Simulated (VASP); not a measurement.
# SrIr2 with r2SCAN: from relaxation to properties, part 4 of 6

Wanted: the relaxed cell of SrIr2 and its properties. The start is a computed cell from the Materials Project.

VASP 6.6.1; r2SCAN; plane waves and PAW (Sr_sv, Ir).

So far. Step 4 (Bands along the symmetry lines (r2SCAN)): There is no gap at this level. Step 5 (Total and projected DOS (r2SCAN)): The finer mesh and the other smearing move the Fermi level by +0.01 eV from the 6×6×6 run, a small shift, which tests the Fermi level alone. Of the states within 0.3 eV of the Fermi level, the largest shares in the PAW spheres are Ir d 84 % and Ir p 6 %. The rest lies in smaller channels or between the spheres.

## Step 6: Vibrations at Γ (r2SCAN)

Zone-centre modes test whether the atoms sit at a minimum within this cell. IBRION = 6 takes the force constants from differences of forces between displaced cells, so the forces must be tight.

The input, INCAR:

```
SYSTEM = SrIr2
PREC = Accurate
ENCUT = 400
EDIFF = 1E-08
NELM = 100
ISMEAR = 1
SIGMA = 0.2
LREAL = .FALSE.
ALGO = Normal
METAGGA = R2SCAN
LASPH = .TRUE.
NBANDS = 34
LORBIT = 11
LWAVE = .FALSE.
LCHARG = .FALSE.
KPAR = 4
IBRION = 6
NFREE = 2
POTIM = 0.015
ISIF = 2
NSW = 1
```

The input, POSCAR:

```
SrIr2
1.0
    0.0000000000      3.8544980170      3.8544980170
    3.8544980170      0.0000000000      3.8544980170
    3.8544980170      3.8544980170      0.0000000000
Sr Ir
2 4
Direct
    0.2500000000      0.2500000000      0.2500000000
    0.0000000000      0.0000000000      0.0000000000
    0.6250000000      0.1250000000      0.6250000000
    0.6250000000      0.6250000000      0.1250000000
    0.1250000000      0.6250000000      0.6250000000
    0.6250000000      0.6250000000      0.6250000000
```

The input, KPOINTS:

```
Automatic mesh
0
Gamma
7 7 7
0 0 0
```

PAW data sets: Sr_sv and Ir (PBE family, release 64).

Command:

```
> mpirun -np 4 vasp_std
```

The program printed:

```text
[... set-up lines as in an earlier step ...]
 entering main loop
       N       E                     dE             d eps       ncg     rms          rms(c)
DAV:   1     0.268671002203E+03    0.26867E+03   -0.22746E+04  1360   0.135E+03
DAV:   2    -0.214032973698E+03   -0.48270E+03   -0.47058E+03  1362   0.440E+02
DAV:   3    -0.258091163891E+03   -0.44058E+02   -0.42703E+02  2168   0.110E+02
DAV:   4    -0.261220152406E+03   -0.31290E+01   -0.30998E+01  2144   0.264E+01
DAV:   5    -0.261290958514E+03   -0.70806E-01   -0.70638E-01  2048   0.332E+00    0.538E+01
DAV:   6    -0.242511044527E+03    0.18780E+02   -0.58147E+01  2344   0.430E+01    0.106E+01
DAV:   7    -0.241745633241E+03    0.76541E+00   -0.66538E+00  2090   0.154E+01    0.103E+01
DAV:   8    -0.241762103778E+03   -0.16471E-01   -0.11433E+00  2010   0.561E+00    0.562E+00
DAV:   9    -0.241707206825E+03    0.54897E-01   -0.37939E-01  2072   0.425E+00    0.113E+00
DAV:  10    -0.241710445986E+03   -0.32392E-02   -0.13474E-02  2016   0.663E-01    0.282E-01
DAV:  11    -0.241710658545E+03   -0.21256E-03   -0.13905E-03  1888   0.214E-01    0.732E-02
DAV:  12    -0.241710693421E+03   -0.34876E-04   -0.81162E-05  1900   0.572E-02    0.166E-02
DAV:  13    -0.241710698428E+03   -0.50068E-05   -0.87982E-06  1806   0.166E-02    0.837E-03
DAV:  14    -0.241710697677E+03    0.75102E-06   -0.97649E-07  2428   0.704E-03    0.288E-03
DAV:  15    -0.241710697568E+03    0.10916E-06   -0.93224E-08  1822   0.190E-03    0.218E-03
DAV:  16    -0.241710697257E+03    0.31101E-06   -0.13731E-08  1146   0.679E-04    0.516E-04
DAV:  17    -0.241710697196E+03    0.60989E-07   -0.49434E-09   794   0.524E-04    0.911E-05
DAV:  18    -0.241710697201E+03   -0.51750E-08   -0.15654E-09   788   0.290E-04
   1 F= -.24171070E+03 E0= -.24170586E+03  d E =-.145072E-01
 Found     2 degrees of freedom:
 Finite differences POTIM= 0.01500 DOF=   2
 bond charge predicted
       N       E                     dE             d eps       ncg     rms          rms(c)
DAV:   1    -0.241707176534E+03    0.35207E-02   -0.57168E-01  4404   0.320E+00    0.350E-01
DAV:   2    -0.241709805804E+03   -0.26293E-02   -0.13106E-02  5218   0.719E-01    0.151E-01
DAV:   3    -0.241709941738E+03   -0.13593E-03   -0.17505E-03  7040   0.257E-01    0.964E-02
DAV:   4    -0.241709875877E+03    0.65861E-04   -0.59305E-04  6416   0.198E-01    0.493E-02
DAV:   5    -0.241709876791E+03   -0.91369E-06   -0.55253E-05  6710   0.596E-02    0.916E-03
DAV:   6    -0.241709877951E+03   -0.11607E-05   -0.23345E-06  5620   0.108E-02    0.343E-03
DAV:   7    -0.241709878175E+03   -0.22413E-06   -0.37640E-07  7524   0.295E-03    0.171E-03
DAV:   8    -0.241709878223E+03   -0.48012E-07   -0.28661E-08  4068   0.104E-03    0.599E-04
DAV:   9    -0.241709878230E+03   -0.61109E-08   -0.41513E-09  2558   0.524E-04
   2 F= -.24170988E+03 E0= -.24170504E+03  d E =-.145046E-01
[...]
3 F= -.24170988E+03 E0= -.24170504E+03  d E =-.145046E-01
[...]
4 F= -.24171012E+03 E0= -.24170528E+03  d E =-.145276E-01
 Finite differences progress:
  Degree of freedom:   2/  2
  Displacement:        1/  2
  Total:               3/  4
 bond charge predicted
       N       E                     dE             d eps       ncg     rms          rms(c)
DAV:   1    -0.241700296518E+03    0.98244E-02   -0.24305E+00  6800   0.583E+00    0.350E-01
DAV:   2    -0.241710341266E+03   -0.10045E-01   -0.38598E-02  8484   0.113E+00    0.182E-01
DAV:   3    -0.241710252295E+03    0.88972E-04   -0.27236E-03  9428   0.330E-01    0.143E-01
DAV:   4    -0.241710142210E+03    0.11009E-03   -0.12013E-03  9628   0.260E-01    0.935E-02
DAV:   5    -0.241710133175E+03    0.90348E-05   -0.54278E-04  9478   0.137E-01    0.194E-02
DAV:   6    -0.241710120614E+03    0.12561E-04   -0.40592E-05  7372   0.341E-02    0.880E-03
DAV:   7    -0.241710120778E+03   -0.16411E-06   -0.10341E-05  7998   0.148E-02    0.320E-03
DAV:   8    -0.241710120970E+03   -0.19182E-06   -0.15454E-06 10480   0.945E-03    0.285E-03
DAV:   9    -0.241710120907E+03    0.63167E-07   -0.45404E-07  8566   0.541E-03    0.105E-03
DAV:  10    -0.241710120916E+03   -0.90467E-08   -0.44894E-08  6464   0.132E-03
   5 F= -.24171012E+03 E0= -.24170528E+03  d E =-.145276E-01
 Finite differences progress:
  Degree of freedom:   2/  2
  Displacement:        2/  2
  Total:               4/  4
```

Elapsed: 11 min, on 4 MPI ranks of Intel Xeon Platinum 8259CL at 2.50GHz (Skylake/Cascade Lake), shared host; peak memory 2 GiB; 35 min of CPU time.

Parts of OUTCAR (step 6):

```text
   k-points           NKPTS =     20   k-points in BZ     NKDIM =     20   number of bands    NBANDS=     34

   NELECT =      56.0000    total number of electrons

 E-fermi :   5.9134

 k-point     1 :       0.0000    0.0000    0.0000
  band No.  band energies     occupation
    ...
     22       5.5933      2.04609
     23       5.5933      2.04609
     24       5.5937      2.04627
     25       5.7160      2.04736
     26       5.7161      2.04733
     27       6.9396     -0.00000
     28       6.9398     -0.00000
     29       7.2026     -0.00000
     30       7.3811     -0.00000
     31       7.3811     -0.00000
    ...

  Total        0.0547767      0.0501490      0.0501490     -0.0015482      0.0007746      0.0015482
  in kB        0.7662547      0.7015193      0.7015193     -0.0216572      0.0108352      0.0216570
  external PRESSURE =       0.7230978 kB  Pullay stress =       0.0000000 kB

 POSITION                                       TOTAL-FORCE (eV/Angst)
 -----------------------------------------------------------------------------------
      1.92725      1.92725      1.92725        -0.020227     -0.012087      0.012087
      0.00000      0.00000      0.00000        -0.021274     -0.012105      0.012105
      2.87587      4.81812      2.89087         0.076605     -0.006465      0.006465
      2.89087      2.89087      4.81812         0.016690      0.039355     -0.039355
      4.81812      2.89087      2.89087        -0.025898      0.030661      0.039359
      4.81812      4.81812      4.81812        -0.025898     -0.039359     -0.030661
 -----------------------------------------------------------------------------------
    total drift:                               -0.000156     -0.000075      0.000074

  FREE ENERGIE OF THE ION-ELECTRON SYSTEM (eV)
  ---------------------------------------------------
  free  energy   TOTEN  =      -241.7101209158 eV

  energy  without entropy=     -241.6955933418  energy(sigma->0) =     -241.70527839

 Eigenvectors and eigenvalues of the dynamical matrix
 ----------------------------------------------------

   1 f  =    5.651980 THz    35.512440 2PiTHz  188.529770 cm-1    23.374702 meV
             X         Y         Z           dx          dy          dz
      1.927249  1.927249  1.927249    -0.000000   -0.000000   -0.000000
      0.000000  0.000000  0.000000    -0.000000   -0.000000   -0.000000
      2.890874  4.818123  2.890874     0.288675   -0.288675    0.288675
      2.890874  2.890874  4.818123     0.288675    0.288675   -0.288675
      4.818123  2.890874  2.890874    -0.288675    0.288675    0.288675
      4.818123  4.818123  4.818123    -0.288675   -0.288675   -0.288675

   2 f  =    5.020230 THz    31.543036 2PiTHz  167.456851 cm-1    20.761994 meV
             X         Y         Z           dx          dy          dz
      1.927249  1.927249  1.927249     0.219032    0.670124    0.054389
      0.000000  0.000000  0.000000    -0.219032   -0.670124   -0.054389
      2.890874  4.818123  2.890874     0.000000    0.000000   -0.000000
      2.890874  2.890874  4.818123    -0.000000   -0.000000   -0.000000
      4.818123  2.890874  2.890874    -0.000000   -0.000000    0.000000
      4.818123  4.818123  4.818123     0.000000   -0.000000   -0.000000

   3 f  =    5.020230 THz    31.543036 2PiTHz  167.456851 cm-1    20.761994 meV
             X         Y         Z           dx          dy          dz
      1.927249  1.927249  1.927249    -0.031211   -0.047006    0.704852
      0.000000  0.000000  0.000000     0.031211    0.047006   -0.704852
      2.890874  4.818123  2.890874    -0.000000    0.000000    0.000000
      2.890874  2.890874  4.818123    -0.000000    0.000000    0.000000
      4.818123  2.890874  2.890874     0.000000    0.000000   -0.000000
      4.818123  4.818123  4.818123    -0.000000    0.000000    0.000000

   4 f  =    5.020230 THz    31.543036 2PiTHz  167.456851 cm-1    20.761994 meV
             X         Y         Z           dx          dy          dz
[...]
2.890874  2.890874  4.818123    -0.015333   -0.062508   -0.035931
      4.818123  2.890874  2.890874     0.078693    0.230179   -0.129956
      4.818123  4.818123  4.818123     0.149429    0.102254   -0.257881

   8 f  =    2.936114 THz    18.448150 2PiTHz   97.938232 cm-1    12.142788 meV
             X         Y         Z           dx          dy          dz
      1.927249  1.927249  1.927249     0.000000   -0.000000   -0.000000
      0.000000  0.000000  0.000000     0.000000   -0.000000    0.000000
      2.890874  4.818123  2.890874    -0.307965    0.187136    0.495101
      2.890874  2.890874  4.818123     0.307965   -0.270111    0.037854
      4.818123  2.890874  2.890874    -0.224990    0.270111   -0.495101
      4.818123  4.818123  4.818123     0.224990   -0.187136   -0.037854

   9 f  =    2.936114 THz    18.448150 2PiTHz   97.938232 cm-1    12.142788 meV
             X         Y         Z           dx          dy          dz
      1.927249  1.927249  1.927249     0.000000   -0.000000   -0.000000
      0.000000  0.000000  0.000000    -0.000000   -0.000000   -0.000000
      2.890874  4.818123  2.890874    -0.330623   -0.390938   -0.060316
      2.890874  2.890874  4.818123     0.330623   -0.310423    0.020200
      4.818123  2.890874  2.890874     0.370739    0.310423    0.060316
      4.818123  4.818123  4.818123    -0.370739    0.390938   -0.020200

  10 f  =    2.936114 THz    18.448150 2PiTHz   97.938232 cm-1    12.142788 meV
             X         Y         Z           dx          dy          dz
      1.927249  1.927249  1.927249    -0.000000   -0.000000   -0.000000
      0.000000  0.000000  0.000000    -0.000000   -0.000000    0.000000
      2.890874  4.818123  2.890874     0.214118    0.249294    0.035176
      2.890874  2.890874  4.818123    -0.214118   -0.284038   -0.498156
      4.818123  2.890874  2.890874     0.248862    0.284038   -0.035176
      4.818123  4.818123  4.818123    -0.248862   -0.249294    0.498156

  11 f  =    1.576903 THz     9.907976 2PiTHz   52.599835 cm-1     6.521545 meV
             X         Y         Z           dx          dy          dz
      1.927249  1.927249  1.927249    -0.000000    0.000000   -0.000000
      0.000000  0.000000  0.000000    -0.000000    0.000000   -0.000000
      2.890874  4.818123  2.890874     0.132366   -0.268271   -0.400637
      2.890874  2.890874  4.818123     0.132366    0.268271    0.400637
      4.818123  2.890874  2.890874    -0.132366    0.268271   -0.400637
      4.818123  4.818123  4.818123    -0.132366   -0.268271    0.400637

  12 f  =    1.576903 THz     9.907976 2PiTHz   52.599835 cm-1     6.521545 meV
             X         Y         Z           dx          dy          dz
      1.927249  1.927249  1.927249    -0.000000   -0.000000    0.000000
      0.000000  0.000000  0.000000    -0.000000   -0.000000   -0.000000
      2.890874  4.818123  2.890874     0.386194    0.307729   -0.078465
      2.890874  2.890874  4.818123     0.386194   -0.307729    0.078465
      4.818123  2.890874  2.890874    -0.386194   -0.307729   -0.078465
      4.818123  4.818123  4.818123    -0.386194    0.307729    0.078465

  13 f  =    0.004314 THz     0.027108 2PiTHz    0.143913 cm-1     0.017843 meV
             X         Y         Z           dx          dy          dz
      1.927249  1.927249  1.927249    -0.302823   -0.023166   -0.005497
      0.000000  0.000000  0.000000    -0.302823   -0.023166   -0.005497
      2.890874  4.818123  2.890874    -0.450009   -0.032536   -0.009893
      2.890874  2.890874  4.818123    -0.450227   -0.036266   -0.006163
      4.818123  2.890874  2.890874    -0.449941   -0.032604   -0.006449
      4.818123  4.818123  4.818123    -0.450294   -0.036334   -0.010179
    [... 42 further lines ...]
      2.890874  2.890874  4.818123    -0.240478   -0.185163    0.446747
      4.818123  2.890874  2.890874     0.288176    0.078899   -0.081908
      4.818123  4.818123  4.818123    -0.366608   -0.311292   -0.472100

 ELASTIC MODULI CONTR FROM IONIC RELAXATION (kBar)
 Direction    XX          YY          ZZ          XY          YZ          ZX
 --------------------------------------------------------------------------------
 XX          -0.0000      0.0000      0.0000      0.0000      0.0000     -0.0000
 YY           0.0000     -0.0000      0.0000      0.0000      0.0000     -0.0000
 ZZ           0.0000      0.0000     -0.0000      0.0000      0.0000     -0.0000
 XY           0.0000      0.0000      0.0000     -0.0104     -0.0000      0.0000
 YZ           0.0000      0.0000      0.0000     -0.0000     -0.0104     -0.0000
 ZX          -0.0000     -0.0000     -0.0000     -0.0000     -0.0000     -0.0104
 --------------------------------------------------------------------------------

[... 7 parts as in an earlier step ...]

[... 9 further parts left out ...]
```

CONTCAR:

```
SrIr2
   1.00000000000000
     0.0000000000000000    3.8544980170000001    3.8544980170000001
     3.8544980170000001    0.0000000000000000    3.8544980170000001
     3.8544980170000001    3.8544980170000001    0.0000000000000000
  Sr              Ir
     2     4
Direct
     0.2500000000000000    0.2500000000000000    0.2500000000000000
     0.0000000000000000    0.0000000000000000    0.0000000000000000
     0.6269457786635048    0.1230542213364952    0.6230542213364952
     0.6250000000000000    0.6250000000000000    0.1250000000000000
     0.1250000000000000    0.6250000000000000    0.6250000000000000
     0.6250000000000000    0.6250000000000000    0.6250000000000000
```

The last energy, forces, stress and levels in OUTCAR belong to the last displaced cell, not to the cell of POSCAR.

Numbers from this step:

```yaml
bands: 34
irreducible_k_points: 20
pressure_of_the_cell: 0.06696 GPa
largest_force_of_the_cell: 0 eV/Å
```

Modes at Γ, with each element's share of the kinetic energy (negative means imaginary):

```
mode  frequency (cm⁻¹)  symmetry  Sr %  Ir %
   1             -28.8       T1u     9    91
   2             -28.8       T1u     9    91
   3             -28.8       T1u     9    91
   4               0.1  acoustic    18    82
   5               0.1  acoustic    18    82
   6               0.1  acoustic    18    82
   7              52.6        Eu     0   100
   8              52.6        Eu     0   100
   9              97.9       T2u     0   100
  10              97.9       T2u     0   100
  11              97.9       T2u     0   100
  12             153.7       T1u    73    27
  13             153.7       T1u    73    27
  14             153.7       T1u    73    27
  15             167.5       T2g   100     0
  16             167.5       T2g   100     0
  17             167.5       T2g   100     0
  18             188.5       A2u     0   100
```

Displacements in mode 2 (-28.8 cm⁻¹), the largest set to 1:
```
Sr1 -0.53  0.35  0.20
Sr2 -0.53  0.35  0.20
Ir3  0.28 -0.44  0.91
Ir4 -0.05  0.72 -0.25
Ir5  0.71 -0.87 -1.00
Ir6 -0.47  0.29  0.16
```

Displacements in mode 14 (153.7 cm⁻¹), the largest set to 1:
```
Sr1 -1.00  0.28 -0.61
Sr2 -1.00  0.28 -0.61
Ir3  0.11  0.14 -0.02
Ir4  0.34 -0.11  0.23
Ir5  0.27 -0.02  0.30
Ir6  0.19 -0.27  0.05
```

The three acoustic modes lie within 0.1 cm⁻¹ of zero, but 3 optical modes are imaginary, so the cell is a saddle point and not a minimum. By the characters of their eigenvectors the optical modes sort into (cm⁻¹) Raman active: T2g 167; infrared active: T1u 29i, T1u 154; silent: Eu 53, T2u 98, A2u 189. With a centre of inversion no mode is active in both.

## Step 7: Volume scan with r2SCAN

An equation of state needs energies on both sides of the minimum, all on one mesh and cutoff.

Changes to INCAR since step 6:

```diff
@@ -3,3 +3,3 @@
 ENCUT = 400
-EDIFF = 1E-08
+EDIFF = 1E-06
 NELM = 100
@@ -16,6 +16,2 @@
 KPAR = 4
-IBRION = 6
-NFREE = 2
-POTIM = 0.015
 ISIF = 2
-NSW = 1
```

Changes to POSCAR since step 6:

```diff
@@ -2,5 +2,5 @@
 1.0
-    0.0000000000      3.8544980170      3.8544980170
-    3.8544980170      0.0000000000      3.8544980170
-    3.8544980170      3.8544980170      0.0000000000
+    0.0000000000      3.7758127135      3.7758127135
+    3.7758127135      0.0000000000      3.7758127135
+    3.7758127135      3.7758127135      0.0000000000
 Sr Ir
```

The input, KPOINTS:

```
Automatic mesh
0
Gamma
6 6 6
0 0 0
```

Command:

```
> mpirun -np 4 vasp_std
```

The program printed:

```text
[... set-up lines as in an earlier step ...]
 entering main loop
       N       E                     dE             d eps       ncg     rms          rms(c)
DAV:   1     0.280673017496E+03    0.28067E+03   -0.23091E+04  1088   0.136E+03
DAV:   2    -0.213733291829E+03   -0.49441E+03   -0.48151E+03  1092   0.447E+02
DAV:   3    -0.258060606690E+03   -0.44327E+02   -0.43086E+02  1732   0.112E+02
DAV:   4    -0.260915771118E+03   -0.28552E+01   -0.28298E+01  1736   0.252E+01
DAV:   5    -0.260963295997E+03   -0.47525E-01   -0.47461E-01  1600   0.287E+00    0.605E+01
DAV:   6    -0.242207922500E+03    0.18755E+02   -0.55415E+01  1840   0.428E+01    0.119E+01
DAV:   7    -0.241521255329E+03    0.68667E+00   -0.67495E+00  1598   0.155E+01    0.119E+01
DAV:   8    -0.241545437413E+03   -0.24182E-01   -0.11571E+00  1604   0.582E+00    0.580E+00
DAV:   9    -0.241476489110E+03    0.68948E-01   -0.46257E-01  1712   0.464E+00    0.111E+00
DAV:  10    -0.241479932951E+03   -0.34438E-02   -0.11345E-02  1414   0.607E-01    0.294E-01
DAV:  11    -0.241480166199E+03   -0.23325E-03   -0.83075E-04  1538   0.166E-01    0.933E-02
DAV:  12    -0.241480186505E+03   -0.20306E-04   -0.15288E-04  1610   0.645E-02    0.289E-02
DAV:  13    -0.241480192047E+03   -0.55422E-05   -0.10525E-05  1426   0.250E-02    0.772E-03
DAV:  14    -0.241480191621E+03    0.42600E-06   -0.54397E-07   674   0.484E-03
   1 F= -.24148019E+03 E0= -.24147770E+03  d E =-.748020E-02
```

It took 45 s on 4 MPI ranks; peak memory 0.92 GiB; 2.9 min of CPU time.

OUTCAR, selected parts (step 7):

```text
   ENCUT  =  400.0 eV  29.40 Ry    5.42 a.u.   8.71  8.71  8.71*2*pi/ulx,y,z

   NELECT =      56.0000    total number of electrons

 E-fermi :   6.5828

 k-point     1 :       0.0000    0.0000    0.0000
  band No.  band energies     occupation
    ...
     22       6.2268      2.03044
     23       6.2268      2.03044
     24       6.2268      2.03044
     25       6.3560      2.06803
     26       6.3560      2.06803
     27       7.4640     -0.00000
     28       7.4640     -0.00000
     29       7.9573     -0.00000
     30       8.0831     -0.00000
     31       8.0831     -0.00000
    ...

  Total        7.8123863      7.8123863      7.8123863     -0.0000000      0.0000000      0.0000000
  in kB      116.2607077    116.2607077    116.2607077     -0.0000000      0.0000000      0.0000000
  external PRESSURE =     116.2607077 kB  Pullay stress =       0.0000000 kB

 POSITION                                       TOTAL-FORCE (eV/Angst)
 -----------------------------------------------------------------------------------
      1.88791      1.88791      1.88791         0.000000     -0.000000     -0.000000
      0.00000      0.00000      0.00000         0.000000      0.000000      0.000000
      2.83186      4.71977      2.83186        -0.000000     -0.000000      0.000000
      2.83186      2.83186      4.71977        -0.000000     -0.000000      0.000000
      4.71977      2.83186      2.83186        -0.000000     -0.000000      0.000000
      4.71977      4.71977      4.71977        -0.000000     -0.000000      0.000000
 -----------------------------------------------------------------------------------
    total drift:                                0.000000      0.000000      0.000000

  FREE ENERGIE OF THE ION-ELECTRON SYSTEM (eV)
  ---------------------------------------------------
  free  energy   TOTEN  =      -241.4801916211 eV

  energy  without entropy=     -241.4727114258  energy(sigma->0) =     -241.47769822

[... 5 parts as in an earlier step ...]

[... 11 further parts left out ...]
```

The scan keeps the cell's shape and the fractional positions fixed.

Numbers from this step:

* SCF cycles: 14
* irreducible k-points: 16
* free energy (TOTEN): -241.4802 eV
* energy at zero smearing: -241.4777 eV
* Fermi energy: 6.583 eV
* pressure: 11.63 GPa

The pressure here is 11.63 GPa.

(Part 4 of 6 ends here.)

[Lines on the potential files, build, host, timing and source positions are cut from VASP's logs without a mark.]

[Logs are printed without paths, hosts, clocks, repeated set-up lines and the standing remarks that a program may print on its own settings, such as how far it seeks lower states.]

[Hosts, paths, dates, database ids (printed as entryN), source tags and the programs' standing remarks are cut or masked in the printed files.]

[A measured line is paired with the nearest computed mode of its activity, which favours agreement.]

[In band tables of VASP the shares of atoms and orbitals are scaled to a sum of 1 inside the atoms' spheres.]
